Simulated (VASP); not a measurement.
```xyz
5
Lattice="4.1617 0.0000 0.0000 0.0000 4.1617 0.0000 0.0000 0.0000 4.1617" Properties=species:S:1:pos:R:3 pbc="T T T"
Ba     0.0000     0.0000     0.0000
Hf     2.0808     2.0808     2.0808
O      2.0808     0.0000     2.0808
O      0.0000     2.0808     2.0808
O      2.0808     2.0808     0.0000
```

All values below come from r2SCAN+rVV10, VASP's PBE PAW potentials (set 64) (plane waves; VASP). Numerical set-up: 520 eV cut-off, 6×6×6 Γ-centred mesh, tetrahedra with Blöchl corrections, potentials Ba_sv Hf_pv O.

Unless said otherwise, spin-orbit coupling is left out, though it shifts the bands of the heavy elements here.

Q: Tabulate the total density of states (states/eV per cell) against energy (eV; zero at the valence-band maximum or, without a gap, the Fermi level).

A: 
```
E (eV) | DOS (states/eV)
    -9.93 |  0.00
    -9.69 |  0.00
    -9.45 |  0.00
    -9.21 |  0.00
    -9.09 |  0.00
    -8.85 |  0.00
    -8.61 |  0.00
    -8.37 |  0.00
    -8.13 |  0.00
    -7.89 |  0.00
    -7.77 |  0.00
    -7.53 |  0.00
    -7.29 |  0.00
    -7.05 |  0.00
    -6.81 |  0.00
    -6.57 |  0.00
    -6.33 |  0.00
    -6.21 |  0.00
    -5.97 |  0.00
    -5.73 |  0.00
    -5.49 |  0.00
    -5.25 |  0.00
    -5.01 |  0.00
    -4.77 |  0.00
    -4.65 |  0.00
    -4.41 |  0.07
    -4.17 | ###### 1.77
    -3.93 | ####### 2.32
    -3.69 | ######## 2.54
    -3.45 | ########### 3.48
    -3.33 | ################# 5.38
    -3.09 | ######## 2.61
    -2.85 | ########## 3.14
    -2.61 | ########## 3.09
    -2.37 | ############################## 9.52
    -2.13 | ##################### 6.64
    -1.89 | ############## 4.39
    -1.77 | ########### 3.61
    -1.53 | ################ 4.98
    -1.29 | ###### 2.00
    -1.05 | ########### 3.44
    -0.81 | ######################### 8.08
    -0.57 | ###################### 6.86
    -0.45 | ############## 4.47
    -0.21 | ########## 3.12
     0.03 |  0.05
     0.27 |  0.00
     0.51 |  0.00
     0.75 |  0.00
     0.99 |  0.00
     1.11 |  0.00
     1.35 |  0.00
     1.59 |  0.00
     1.83 |  0.00
     2.07 |  0.00
     2.31 |  0.00
     2.43 |  0.00
     2.67 |  0.00
     2.91 |  0.00
     3.15 |  0.00
     3.39 |  0.00
     3.63 |  0.00
     3.87 |  0.00
     3.99 |  0.00
     4.23 |  0.07
     4.47 | # 0.25
     4.71 | ## 0.60
     4.95 | #### 1.19
     5.19 | #### 1.37
     5.43 | #### 1.36
     5.55 | #### 1.41
     5.79 | ##### 1.66
     6.03 | ###### 2.05
     6.27 | ######### 2.96
     6.51 | ############# 4.01
     6.75 | ################# 5.39
     6.87 | ################ 5.19
     7.11 | ####### 2.32
     7.35 | #### 1.33
     7.59 | ##### 1.73
```
Within 2 eV below the valence-band maximum the largest weight inside VASP's projection spheres is O p.

The compound is BaHfO3 in the cubic perovskite structure. It was relaxed first.
